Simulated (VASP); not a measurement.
Level of theory: vdW-DF2, VASP's PBE PAW potentials (set 64) (plane waves; VASP).

Input for VASP

**POSCAR**
```
Te
1
    2.4195640608    -4.1908075070     0.0000000000
    2.4195640608     4.1908075070     0.0000000000
    0.0000000000     0.0000000000     6.0708439768
Te
3
Direct
  0.0000000000   0.2532069442   0.6666670000
  0.7467930558   0.7467930558   0.0000000000
  0.2532069442   0.0000000000   0.3333330000
```

### INCAR
```
SYSTEM = Te
PREC = Accurate; ENCUT = 520; LREAL = .False.
LASPH = .True.; ICHARG = 11
EDIFF = 1E-7; NELM = 100; ALGO = Normal
LMAXMIX = 4
ISMEAR = 0; SIGMA = 0.05
GGA = ML; LUSE_VDW = .True.; AGGAC = 0.0
ZAB_VDW = -1.8867
LWAVE = .False.; LCHARG = .False.; LORBIT = 11
```

**KPOINTS**
```
k-points along high-symmetry lines
10
Line-mode
Reciprocal
  0.000000   0.000000   0.000000 ! GAMMA
  0.500000   0.000000   0.000000 ! M

  0.500000   0.000000   0.000000 ! M
  0.333333   0.333333   0.000000 ! K

  0.333333   0.333333   0.000000 ! K
  0.000000   0.000000   0.000000 ! GAMMA

  0.000000   0.000000   0.000000 ! GAMMA
  0.000000   0.000000   0.500000 ! A

  0.000000   0.000000   0.500000 ! A
  0.500000   0.000000   0.500000 ! L

  0.500000   0.000000   0.500000 ! L
  0.333333   0.333333   0.500000 ! H

  0.333333   0.333333   0.500000 ! H
  0.000000   0.000000   0.500000 ! A

  0.500000   0.000000   0.500000 ! L
  0.500000   0.000000   0.000000 ! M

  0.333333   0.333333   0.500000 ! H
  0.333333   0.333333   0.000000 ! K
```

POTCAR, in this order: Te (PBE.64 set). Program: vasp_std. Read from the step before: CHGCAR.

Output

**OSZICAR**
```
       N       E                     dE             d eps       ncg     rms          rms(c)
DAV:   1     0.862361697534E+02    0.86236E+02   -0.63708E+03  2340   0.107E+03
DAV:   2     0.329562751097E+01   -0.82941E+02   -0.80015E+02  3175   0.151E+02
DAV:   3    -0.247864552438E+01   -0.57743E+01   -0.57206E+01  2660   0.460E+01
DAV:   4    -0.259868845627E+01   -0.12004E+00   -0.11981E+00  3249   0.794E+00
DAV:   5    -0.260043601169E+01   -0.17476E-02   -0.17475E-02  2974   0.900E-01
DAV:   6    -0.260049687937E+01   -0.60868E-04   -0.60867E-04  3478   0.123E-01
DAV:   7    -0.260049726003E+01   -0.38066E-06   -0.38067E-06  2984   0.942E-03
DAV:   8    -0.260049727101E+01   -0.10982E-07   -0.10971E-07  2334   0.122E-03
   1 F= -.26004973E+01 E0= -.26004973E+01  d E =-.149765E-09
```

File OUTCAR:
```
 val. band max:        3.7455317764   @ k =   0.3704   0.2593   0.5000

 cond. band min:       4.1495583091   @ k =   0.3333   0.3333   0.5000



 k-point     1 :       0.0000    0.0000    0.0000
  band No.  band energies     occupation
      1      -8.7795      2.00000
      2      -6.1314      2.00000
      3      -6.1314      2.00000
      4       1.1390      2.00000
      5       1.1596      2.00000
      6       1.1596      2.00000
      7       2.5068      2.00000
      8       2.5068      2.00000
      9       3.3308      2.00000
     10       4.7832      0.00000
     11       4.7832      0.00000
     12       5.2463      0.00000
     13       9.1839      0.00000

 k-point     2 :       0.0556    0.0000    0.0000
  band No.  band energies     occupation
      1      -8.7663      2.00000
      2      -6.1394      2.00000
      3      -6.1305      2.00000
      4       0.9765      2.00000
      5       1.0951      2.00000
      6       1.2216      2.00000
      7       2.5286      2.00000
      8       2.6084      2.00000
      9       3.3391      2.00000
     10       4.7359      0.00000
     11       4.7803      0.00000
     12       5.2422      0.00000
     13       9.1040      0.00000

 k-point     3 :       0.1111    0.0000    0.0000
  band No.  band energies     occupation
      1      -8.7272      2.00000
      2      -6.1642      2.00000
      3      -6.1277      2.00000
      4       0.7290      2.00000
      5       0.9565      2.00000
      6       1.2144      2.00000
      7       2.5836      2.00000
      8       2.8055      2.00000
      9       3.3361      2.00000
     10       4.6540      0.00000
     11       4.7765      0.00000
     12       5.2440      0.00000
     13       9.0360      0.00000

 k-point     4 :       0.1667    0.0000    0.0000
  band No.  band energies     occupation
      1      -8.6643      2.00000
      2      -6.2070      2.00000
      3      -6.1232      2.00000
      4       0.4751      2.00000
...
```

The density is held fixed in this step, so its total energy and stress have no physical meaning. Unless said otherwise, spin-orbit coupling is left out, though it shifts the bands of the heavy elements here.

The compound is Te in the trig structure. It was relaxed first, which changed the volume by +21 %.
